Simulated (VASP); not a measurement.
Output of a VASP run:

File OSZICAR:
```
       N       E                     dE             d eps       ncg     rms          rms(c)
DAV:   1     0.272735284470E+03    0.27274E+03   -0.24286E+04   920   0.188E+03
DAV:   2    -0.353168612906E+02   -0.30805E+03   -0.29930E+03  1157   0.395E+02
DAV:   3    -0.486965726635E+02   -0.13380E+02   -0.13357E+02  1194   0.802E+01
DAV:   4    -0.489355411520E+02   -0.23897E+00   -0.23886E+00  1285   0.991E+00
DAV:   5    -0.489400922206E+02   -0.45511E-02   -0.45510E-02  1284   0.938E-01    0.868E+01
DAV:   6    -0.420738020467E+02    0.68663E+01   -0.37438E+01  1004   0.413E+01    0.703E+01
DAV:   7    -0.420587083174E+02    0.15094E-01   -0.18710E+00  1216   0.101E+01    0.329E+01
DAV:   8    -0.420567110406E+02    0.19973E-02   -0.79729E-02  1178   0.275E+00    0.309E+00
DAV:   9    -0.420525867340E+02    0.41243E-02   -0.36050E-02  1116   0.123E+00    0.163E+00
DAV:  10    -0.420521930087E+02    0.39373E-03   -0.55943E-03  1110   0.542E-01    0.215E-01
DAV:  11    -0.420521840079E+02    0.90007E-05   -0.33662E-04  1173   0.140E-01    0.337E-02
DAV:  12    -0.420522047664E+02   -0.20758E-04   -0.41476E-05  1404   0.468E-02    0.873E-02
DAV:  13    -0.420522075269E+02   -0.27605E-05   -0.34334E-06  1119   0.147E-02    0.669E-03
DAV:  14    -0.420522070691E+02    0.45775E-06   -0.69960E-07   803   0.653E-03
   1 F= -.24782935E+02 E0= -.24782935E+02  d E =-.247829E+02
```

File OUTCAR:
```
------------------------ aborting loop because EDIFF is reached ----------------------------------------
  FORCE on cell =-STRESS in cart. coord.  units (eV):
  Direction    XX          YY          ZZ          XY          YZ          ZX
  --------------------------------------------------------------------------------------
  Total       17.2345717     17.2345717     17.2345717     -0.0000000      0.0000000     -0.0000000
  in kB      449.0957719    449.0957719    449.0957719     -0.0000000      0.0000000     -0.0000000
  external PRESSURE =      -0.9042281 kB  Pullay stress =     450.0000000 kB
  volume of cell :       61.49
      direct lattice vectors                 reciprocal lattice vectors
     3.946911335  0.000000000  0.000000000     0.253362671  0.000000000  0.000000000
     0.000000000  3.946911335  0.000000000     0.000000000  0.253362671  0.000000000
     0.000000000  0.000000000  3.946911335     0.000000000  0.000000000  0.253362671
 POSITION                                       TOTAL-FORCE (eV/Angst)
 -----------------------------------------------------------------------------------
      0.00000      0.00000      0.00000         0.000000      0.000000      0.000000
      1.97346      1.97346      1.97346         0.000000      0.000000      0.000000
      1.97346      0.00000      1.97346         0.000000      0.000000      0.000000
      0.00000      1.97346      1.97346         0.000000      0.000000      0.000000
      1.97346      1.97346      0.00000         0.000000      0.000000      0.000000
 -----------------------------------------------------------------------------------
    total drift:                                0.000000     -0.000000     -0.000000
  FREE ENERGIE OF THE ION-ELECTRON SYSTEM (eV)
  ---------------------------------------------------
  free  energy   TOTEN  =       -42.0522070691 eV

  energy  without entropy=      -42.0522070691  energy(sigma->0) =      -42.05220707
  enthalpy is  TOTEN    =       -24.7829345730 eV   P V=       17.2692724961

 reached required accuracy - stopping structural energy minimisation
```
(Selected blocks of OUTCAR.)

**POSCAR**
```
BaHfO3
1
    3.9469113350     0.0000000000     0.0000000000
   -0.0000000000     3.9469113350     0.0000000000
   -0.0000000000     0.0000000000     3.9469113350
Ba Hf O
1 1 3
Direct
  0.0000000000   0.0000000000   0.0000000000
  0.5000000000   0.5000000000   0.5000000000
  0.5000000000   0.0000000000   0.5000000000
  0.0000000000   0.5000000000   0.5000000000
  0.5000000000   0.5000000000   0.0000000000
```

Task: Reconstruct the remaining input files.

Result: This is not unique; one that fits is the input of the run itself, PBE GGA, plane waves, VASP's PBE PAW potentials (set 64).

**KPOINTS**
```
Automatic mesh
0
Gamma
6 6 6
0 0 0
```

**INCAR**
```
! general
SYSTEM   =  BaHfO3
PREC     =  Accurate
ENCUT    =  620
LREAL    =  .False.
LASPH    =  .True.

! electronic loop
EDIFF    =  1E-6
NELM     =  100
ALGO     =  Normal
LMAXMIX  =  6

! smearing
ISMEAR   =  0
SIGMA    =  0.05

! functional
GGA      =  PE

! ions
IBRION   =  2
NSW      =  40
ISIF     =  3
EDIFFG   =  -0.02
PSTRESS  =  450

! output
LWAVE    =  .False.
LCHARG   =  .False.
```

POTCAR, in this order: Ba_sv Hf_pv O (PBE.64 set). Program: vasp_std.

The compound is BaHfO3 in the cubic perovskite structure. It was relaxed first under an external pressure of 45 GPa.
